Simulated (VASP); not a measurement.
```yaml
crystal:
  lattice:
    - [0.00000, 3.57000, 3.57000]
    - [3.57000, 0.00000, 3.57000]
    - [3.57000, 3.57000, 0.00000]
  atoms:
    - { symbol: Ba, position: [0.00000, 0.00000, 0.00000] }
    - { symbol: Te, position: [0.50000, 0.50000, 0.50000] }
```

The base run (VASP): PBE GGA, plane waves, VASP's PBE PAW potentials (set 64). Numerical set-up: 400 eV cut-off, 6×6×6 Γ-centred mesh, Gaussian smearing of 0.050 eV, potentials Ba_sv Te.

One setting is varied; ΔE counts from the most expensive setting. The base run took about 20 core-seconds. Times come from single runs on busy shared machines, so they are rough: good to a factor of about 2.

The pressure holds a Pulay error that falls with the cut-off, as the column shows.

```tsv
setting	cost over the base run	electronic steps	ΔE (meV/atom)	pressure (GPa)
ENCUT = 300	within a factor of 2	12	0.3	-0.58
ENCUT = 250	within a factor of 2	13	-0.4	-0.63
base run	reference	13	0.4	-0.59
ENCUT = 500	within a factor of 2	13	0.3	-0.58
ENCUT = 600	within a factor of 2	13	0.1	-0.58
ENCUT = 650	about 2 times	13	0.0	-0.58
ENCUT = 700	about 3 times	13	0.0	-0.58
```

Left out are runs that failed, have no time on record or changed the cell.

The compound is BaTe in the rock salt structure. The cell was not relaxed at this level.
